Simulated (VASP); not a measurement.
## GaN: band gap against strain

GaN (zinc blende, F-43m, 11.355 Å³/atom at rest, cube axes along x, y and z) under an equal strain ε along x and y, with z held. PBEsol in VASP (plane waves, PAW), 600 eV, 12×12×12 Γ-centred mesh, Gaussian smearing 0.05 eV; ions are relaxed within the symmetry of each cell. Gaps are the smallest on the run's k-mesh, which can miss an edge that lies off it, without spin-orbit coupling; in all rows the valence edge lies at Γ and the conduction edge at Γ.

Here s stands for strain and Eg for gap.

```csv
strain (%),gap (eV)
0.00,1.733
0.50,1.654
1.00,1.575
1.50,1.497
3.00,?
```

Taking a straight line for Eg over the 4 complete rows: Means: s 0.75000, Eg 1.6147. About the means, the sum of products is -0.19675 and the sum of squares of s is 1.2500; the slope is their ratio. Least squares gives Eg = 1.7328 - 0.15740·s. Residuals (row less fit): 0.0002, -0.0001, -0.0004, 0.0003; standard error 0.0004 (degrees of freedom: 2). Over these rows the gap moves by -16 ± 0.03 eV per unit strain.

Q: Estimate the missing Eg (s = 3.00); what did the run itself give?

A: Eg = 1.7328 - 0.15740 × 3.0 = 1.2606 eV. The calculation gives 1.268 eV, 0.0074 eV above the prediction (1.6 % of the range of Eg in the table). The row lies outside the fitted rows, so this is an extrapolation. The fitted rows scatter only by rounding.

One order more, fitted to all 7 runs of the series, follows each within 0.001, so the miss is the next term of a smooth law. GaN is here a metastable form; wurtzite is the usual one. Rows are the converged runs of the series near zero and its far end; series whose fitted rows scatter by over a few per cent of the range, as at a crossing or softening among them, aren't shown in this form. Most that stay on the fit to the last digits aren't either.
